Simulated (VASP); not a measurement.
Input:

```xyz
2
Lattice="1.2433 -2.1535 0.0000 1.2433 2.1535 0.0000 0.0000 0.0000 4.0074" Properties=species:S:1:pos:R:3 pbc="T T T"
Co     1.2433     0.7178     1.0018
Co     1.2433    -0.7178     3.0055
```
Starting moments (μB, in the order of the record's atoms Co Co): 1.6 1.6.

Computed with optB88-vdW, VASP's PBE PAW potentials (set 64) (plane waves; VASP 6.6.1). Run with 520 eV cut-off, Gaussian smearing of 0.050 eV, potentials Co.

**Question.** Give the spin-up energies of bands 1 to 12 at the high-symmetry points, in eV from the Fermi level.

**Answer.** 
```csv
band,Γ,M,K,A,L,H
1,-8.86,-4.70,-4.24,-6.59,-4.92,-3.78
2,-5.08,-4.68,-3.85,-6.59,-4.92,-3.78
3,-2.52,-4.39,-3.85,-2.82,-3.68,-3.62
4,-2.51,-2.68,-3.55,-2.82,-3.68,-3.62
5,-2.51,-2.42,-2.77,-2.58,-1.70,-2.84
6,-2.19,-2.41,-2.77,-2.58,-1.70,-2.84
7,-2.19,-2.08,-1.82,-2.58,-0.94,-1.79
8,-1.85,-0.59,-0.81,-2.58,-0.94,-1.79
9,-1.85,-0.47,-0.81,-1.03,-0.49,-0.66
10,-0.71,-0.43,-0.68,-1.03,-0.49,-0.66
11,-0.71,1.46,4.66,-1.03,1.75,5.88
12,0.12,3.46,5.42,-1.03,1.75,5.88
```

**Question.** Give the spin-down energies of bands 1 to 12 at the high-symmetry points, in eV from the Fermi level.

**Answer.** 
```csv
band,Γ,M,K,A,L,H
1,-8.82,-3.86,-3.03,-6.48,-3.97,-2.57
2,-4.19,-3.58,-2.85,-6.48,-3.97,-2.57
3,-1.01,-3.26,-2.85,-1.54,-2.40,-2.55
4,-1.01,-1.76,-2.61,-1.54,-2.40,-2.55
5,-1.01,-1.18,-1.40,-1.08,-0.11,-1.71
6,-0.64,-1.04,-1.40,-1.08,-0.11,-1.71
7,-0.64,-0.63,-0.34,-1.08,0.31,-0.22
8,-0.24,1.14,0.88,-1.08,0.31,-0.22
9,-0.24,1.28,0.88,0.67,1.24,1.04
10,0.12,1.31,1.04,0.67,1.24,1.04
11,1.01,2.59,5.39,0.67,2.31,6.48
12,1.01,4.38,6.14,0.67,2.31,6.48
```

It has no gap at this level: it comes out as a metal or semimetal.

The compound is Co in the hcp structure. It was relaxed first.
